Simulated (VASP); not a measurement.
Output of a VASP run:

OSZICAR:
```
       N       E                     dE             d eps       ncg     rms          rms(c)
DAV:   1     0.145319779238E+03    0.14532E+03   -0.97067E+03   640   0.109E+03
DAV:   2    -0.128662932246E+01   -0.14661E+03   -0.14138E+03   864   0.251E+02
DAV:   3    -0.128152211029E+02   -0.11529E+02   -0.11491E+02   944   0.686E+01
DAV:   4    -0.131550476037E+02   -0.33983E+00   -0.33944E+00   976   0.115E+01
DAV:   5    -0.131682560722E+02   -0.13208E-01   -0.13208E-01   912   0.153E+00    0.193E+01
DAV:   6    -0.128585112468E+02    0.30974E+00   -0.73278E-01   800   0.529E+00    0.122E+01
DAV:   7    -0.128506248142E+02    0.78864E-02   -0.20643E-01   880   0.280E+00    0.751E+00
DAV:   8    -0.128740177773E+02   -0.23393E-01   -0.61415E-02   840   0.182E+00    0.758E-01
DAV:   9    -0.128755511137E+02   -0.15333E-02   -0.18591E-02   864   0.789E-01    0.229E-01
DAV:  10    -0.128773869738E+02   -0.18359E-02   -0.14300E-03   792   0.249E-01    0.139E-01
DAV:  11    -0.128779951096E+02   -0.60814E-03   -0.32008E-04   784   0.111E-01    0.523E-02
DAV:  12    -0.128780735014E+02   -0.78392E-04   -0.32316E-05   808   0.311E-02    0.313E-02
DAV:  13    -0.128781203481E+02   -0.46847E-04   -0.39018E-05   848   0.372E-02    0.119E-02
DAV:  14    -0.128781225118E+02   -0.21637E-05   -0.24612E-06   632   0.940E-03    0.204E-03
DAV:  15    -0.128781226785E+02   -0.16674E-06   -0.18558E-07   544   0.304E-03
   1 F= -.12878123E+02 E0= -.12878123E+02  d E =-.277054E-20  mag=     0.0000    -0.0000    -0.0000
       N       E                     dE             ncg
       N       E                     dE             ncg
       N       E                     dE             ncg
       N       E                     dE             ncg
       N       E                     dE             ncg
```

File OUTCAR:
```
------------------------ aborting loop because EDIFF is reached ----------------------------------------
  FORCE on cell =-STRESS in cart. coord.  units (eV):
  Direction    XX          YY          ZZ          XY          YZ          ZX
  --------------------------------------------------------------------------------------
  Total        0.0456903      0.0456903      0.0456903     -0.0000000     -0.0000000      0.0000000
  in kB        0.8395243      0.8395243      0.8395243     -0.0000000     -0.0000000      0.0000000
  external PRESSURE =       0.8395243 kB  Pullay stress =       0.0000000 kB
  volume of cell :       87.20
      direct lattice vectors                 reciprocal lattice vectors
     0.000000000  3.519576571  3.519576571    -0.142062544  0.142062544  0.142062544
     3.519576571  0.000000000  3.519576571     0.142062544 -0.142062544  0.142062544
     3.519576571  3.519576571  0.000000000     0.142062544  0.142062544 -0.142062544
 POSITION                                       TOTAL-FORCE (eV/Angst)
 -----------------------------------------------------------------------------------
      0.00000      0.00000      0.00000         0.000000     -0.000000     -0.000000
      1.75979      1.75979      1.75979         0.000000      0.000000      0.000000
      5.27936      5.27936      5.27936        -0.000000     -0.000000     -0.000000
 -----------------------------------------------------------------------------------
    total drift:                               -0.000000     -0.000000     -0.000000
  FREE ENERGIE OF THE ION-ELECTRON SYSTEM (eV)
  ---------------------------------------------------
  free  energy   TOTEN  =       -12.8781226785 eV

  energy  without entropy=      -12.8781226785  energy(sigma->0) =      -12.87812268

 Ion:    1  E_soc:     -0.1737749

 Ion:    2  E_soc:     -0.0029405

 Ion:    3  E_soc:     -0.0029405
```
(Selected blocks of OUTCAR.)

File POSCAR:
```
SrCl2
1
    0.0000000000     3.5195765713     3.5195765713
    3.5195765713     0.0000000000     3.5195765713
    3.5195765713     3.5195765713     0.0000000000
Sr Cl
1 2
Direct
  0.0000000000   0.0000000000   0.0000000000
  0.2500000000   0.2500000000   0.2500000000
  0.7500000000   0.7500000000   0.7500000000
```

Problem. Write an INCAR and KPOINTS that could have produced this output.

Solution. Several could match; the one computed here: the input of the run itself, PBE GGA with spin-orbit coupling, plane waves, VASP's PBE PAW potentials (set 64).

INCAR:
```
LASPH  =  .TRUE.
MAGMOM  =  9*0
EDIFF  =  1E-6
SIGMA  =  0.05   # width (eV)
PREC  =  Accurate
ENCUT  =  400
LWAVE  =  .FALSE.
ISMEAR  =  0   # Gaussian
LMAXMIX  =  4   # l cut-off of mixed one-centre charges
LSORBIT  =  .TRUE.
NELM  =  100   # most electronic steps
LCHARG  =  .FALSE.
GGA_COMPAT  =  .FALSE.
LREAL  =  .FALSE.   # projection in real space or not
SYSTEM  =  SrCl2
GGA  =  PE   # PBE
ALGO  =  Normal
```

KPOINTS_OPT:
```
k-points along high-symmetry lines
8
Line-mode
Reciprocal
  0.000000   0.000000   0.000000 ! GAMMA
  0.500000   0.000000   0.500000 ! X

  0.500000   0.000000   0.500000 ! X
  0.625000   0.250000   0.625000 ! U

  0.375000   0.375000   0.750000 ! K
  0.000000   0.000000   0.000000 ! GAMMA

  0.000000   0.000000   0.000000 ! GAMMA
  0.500000   0.500000   0.500000 ! L

  0.500000   0.500000   0.500000 ! L
  0.500000   0.250000   0.750000 ! W

  0.500000   0.250000   0.750000 ! W
  0.500000   0.000000   0.500000 ! X
```

KPOINTS:
```
kpoints
0
gamma
 5 5 5
0 0 0
```

POTCAR, in this order: Sr_sv Cl (PBE.64 set). Program: vasp_ncl.

The compound is SrCl2 in the fluorite structure. It was relaxed first.
